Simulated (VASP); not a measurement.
Calculation: PBE GGA, VASP's PBE PAW potentials (set 64) (plane waves; VASP).

VASP input:

KPOINTS:
```
Automatic mesh
0
Gamma
9 9 9
0 0 0
```

**POSCAR**
```
InSb
1
    0.0000000000     3.3121394879     3.3121394879
    3.3121394879    -0.0000000000     3.3121394879
    3.3121394879     3.3121394879     0.0000000000
In Sb
1 1
Direct
  0.0000000000   0.0000000000   0.0000000000
  0.2500000000   0.2500000000   0.2500000000
```

### INCAR
```
LREAL = .False.
NSW = 60   ! most ionic steps
GGA = PE
ISIF = 3
ENCUT = 350   ! plane-wave cut-off (eV)
PREC = Accurate
LWAVE = .False.
IBRION = 2   ! conjugate gradients
SYSTEM = InSb
EDIFFG = -0.01   ! ionic stop
ALGO = Normal   ! blocked Davidson
NELM = 100
SIGMA = 0.1   ! width (eV)
ISMEAR = 1   ! Methfessel-Paxton
LMAXMIX = 4
EDIFF = 1E-6
LCHARG = .False.
LASPH = .True.   ! aspherical one-centre terms
```

POTCAR, in this order: In_d Sb (PBE.64 set). Program: vasp_std.

Unless said otherwise, spin-orbit coupling is left out, though it shifts the bands of the heavy elements here.

### Question
Estimate the energy per atom (σ→0), band gap (on the k-mesh).

### Answer

- energy per atom (σ→0): -3.475 eV/atom
- band gap (on the k-mesh): none (metal, semimetal or under 0.01 eV)

**OSZICAR**
```
...
DAV:   6    -0.695771557656E+01    0.89216E-01   -0.17318E-01  1242   0.674E+00    0.218E+00
DAV:   7    -0.694720772403E+01    0.10508E-01   -0.67621E-02  1172   0.267E+00    0.608E-01
DAV:   8    -0.694833996416E+01   -0.11322E-02   -0.74112E-03  1166   0.113E+00    0.223E-01
DAV:   9    -0.694894067930E+01   -0.60072E-03   -0.82893E-04  1035   0.286E-01    0.727E-02
DAV:  10    -0.694903048932E+01   -0.89810E-04   -0.68971E-05  1145   0.626E-02    0.292E-02
DAV:  11    -0.694907639799E+01   -0.45909E-04   -0.81434E-05   960   0.651E-02    0.176E-02
DAV:  12    -0.694907700241E+01   -0.60442E-06   -0.85952E-07   830   0.769E-03
   1 F= -.69490770E+01 E0= -.69491602E+01  d E =-.694908E+01
```

The compound is InSb in the zinc blende structure. It was relaxed first, which changed the volume by +7 %. The start is the result of an earlier pass.
